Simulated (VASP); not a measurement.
Write the native input for VASP 6.6.1 that does the following.

```
Task                   : single point
Functional             : LDA
Potentials or basis    : VASP PAW LDA potentials, release 64 (Cs_sv)
Cutoff                 : 520 eV
k mesh                 : 12 × 12 × 12
Occupations            : gaussian, width 0.15 eV
Spin                   : no spin polarisation
Dipole correction      : no
Further INCAR settings : ALGO = Normal; EDIFF = 1e-06; NBANDS = 10
```

The structure of Cs lies in POSCAR:

```
Cs
1.0
    0.0000000000      3.9483357400      3.9483357400
    3.9483357400      0.0000000000      3.9483357400
    3.9483357400      3.9483357400      0.0000000000
Cs
1
Direct
    0.0000000000      0.0000000000      0.0000000000
```

This isn't the form of Cs at room conditions, which is bcc.

The input as run:

INCAR

```
ALGO = Normal ; EDIFF = 1E-6
ENCUT = 520 ; ISIF = 2
ISMEAR = 0 ; LASPH = True
LCHARG = False ; LREAL = False
LWAVE = False ; NBANDS = 10
NELM = 100 ; PREC = Accurate
SIGMA = 0.15
```

KPOINTS

```
k-points
0
Gamma
  12 12 12
```

Potentials or basis: VASP PAW LDA potentials, release 64 (Cs_sv).

The run is started by

```sh
$ cat potpaw_LDA.64/Cs_sv/POTCAR > POTCAR
$ mpirun -np 1 vasp_std > vasp.out
```

It gave:

* Pressure: -0.4 GPa
* Band gap on the k mesh: none (metal or under the smearing width)

Run time: 44 s on 1 thread of Intel(R) Xeon(R) 6975P-C (Granite Rapids), with other jobs on the host, peak memory 0.24 GiB.
